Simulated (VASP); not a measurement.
VASP ran on this input.

POSCAR:
```
MgS
2.6294020
  0.0000000000   1.0000000000   1.0000000000
  1.0000000000   0.0000000000   1.0000000000
  1.0000000000   1.0000000000   0.0000000000
Mg S
1 1
Cart
  0.0000000000   0.0000000000   0.0000000000
  1.0000000000   1.0000000000   1.0000000000
```

**INCAR**
```
LCHARG=F
ISMEAR=0   # Gaussian
SIGMA=0.01
LWAVE=F
PRECFOCK=Fast
LASPH=T   # aspherical one-centre terms
PREC=Accurate
ALGO=Normal   # blocked Davidson
HFSCREEN=0.2
GGA=PE   # PBE
LHFCALC=T
LREAL=F   # projection in real space or not
SYSTEM=MgS
AEXX=0.25
ISYM=3
ISIF=2
NELM=100
ENCUT=300   # plane-wave cut-off (eV)
EDIFF=1E-6
```

### KPOINTS
```
Automatic mesh
0
Gamma
5 5 5
0.5 0.5 0.5
```

POTCAR, in this order: Mg S (PBE.64 set). Program: vasp_std.

Q: Write an equivalent input for Quantum ESPRESSO's pw.x.

A: One equivalent input (not run):
```
&CONTROL
  calculation = 'scf'
  pseudo_dir = './pseudo'
  outdir = './out'
  tprnfor = .true.
  tstress = .false.
/
&SYSTEM
  ibrav = 0
  nat = 2
  ntyp = 2
  ecutwfc = 84
  occupations = 'smearing'
  smearing = 'gaussian'
  degauss = 0.000735
  input_dft = 'hse'
  nqx1 = 5
  nqx2 = 5
  nqx3 = 5
  screening_parameter = 0.1058
/
&ELECTRONS
  conv_thr = 7.3e-08
  electron_maxstep = 100
/
ATOMIC_SPECIES
  Mg 24.305 Mg.upf
  S 32.060 S.upf
CELL_PARAMETERS angstrom
     0.0000000    2.6294020    2.6294020
     2.6294020    0.0000000    2.6294020
     2.6294020    2.6294020    0.0000000
ATOMIC_POSITIONS crystal
  Mg   0.0000000  0.0000000  0.0000000
  S    0.5000000  0.5000000  0.5000000
K_POINTS automatic
  5 5 5 1 1 1
```
Limits of the translation: the potentials are each code's own (VASP's PAW set, PseudoDojo norm-conserving files in pw.x), so ENCUT and ecutwfc are chosen apart and not converted; conv_thr bounds pw.x's estimated SCF error, while EDIFF bounds the energy change between steps.

The structure comes from a computed database's MgS entry; how it stands against other phases isn't given here. The cell was not relaxed at this level. The run is one of a series of settings (KPOINTS 5×5×5 Γ-centred mesh shifted by (0.5, 0.5, 0.5) against the base run), some of them coarse on purpose.
